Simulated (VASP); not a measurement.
VASP, PAW. Band gap of K2S (antifluorite) (no spin-orbit coupling).

```json
[
 {"level": "LDA (own cell)", "band gap (eV)": "2.30"},
 {"level": "revPBE (own cell)", "band gap (eV)": "2.42"}
]
```

Problem. Estimate the band gap from PBE (own cell), vdW-DF-cx (own cell), PBEsol (own cell).

Solution. 
- PBE (own cell) = 2.33 eV
- vdW-DF-cx (own cell) = 2.41 eV
- PBEsol (own cell) = 2.33 eV

Only levels that ran to the end are used. Left out are those held back, those with too coarse a band path, GW runs whose mesh misses a band edge, hybrids' fits of cells that aren't cubic and levels without matching references; a question may draw on a part of the rest.

The compound is K2S in the antifluorite structure.
